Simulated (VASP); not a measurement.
A run of VASP 6.6.1 is set up as follows.

File INCAR:

```
PREC = Accurate
ENCUT = 520
EDIFF = 1E-7
ISMEAR = -1
SIGMA = 0.05
LREAL = False
LASPH = True
NELM = 100
ALGO = Normal
ISIF = 2
LWAVE = False
LCHARG = False
METAGGA = R2SCAN
LMIXTAU = True
LEFG = True
```

Contents of KPOINTS:

```
regular mesh
0
Gamma
  9 9 7
```

Contents of POSCAR:

```
Ga
1.0
    2.2615000000     -3.8305000000      0.0000000000
    2.2615000000      3.8305000000      0.0000000000
    0.0000000000      0.0000000000      4.5240000000
Ga
4
Direct
    0.8451000000      0.1549000000      0.0810000000
    0.6549000000      0.3451000000      0.5810000000
    0.1549000000      0.8451000000      0.9190000000
    0.3451000000      0.6549000000      0.4190000000
```

Potentials or basis: VASP PAW PBE potentials, release 64 (Ga_d).

Command:

```bash
$ cat potpaw_PBE.64/Ga_d/POTCAR > POTCAR
$ mpirun -np 1 vasp_std > vasp.out
```

Problem. What does it give for the band gap on the k mesh?

Solution. None (metal or under the smearing width).

Problem. Predict the largest force.

Solution. 0.130 eV/Å.

Problem. What does it give for the pressure?

Solution. -1.1 GPa.

Electric field gradients, principal values (V/Å²):
```
atom     Vxx     Vyy      Vzz
1 Ga  20.311  28.816  -49.126
2 Ga  20.311  28.816  -49.126
3 Ga  20.311  28.816  -49.126
4 Ga  20.311  28.816  -49.126
```

Caveat: the PAW data sets were made with another functional, which shifts forces and pressure a little.
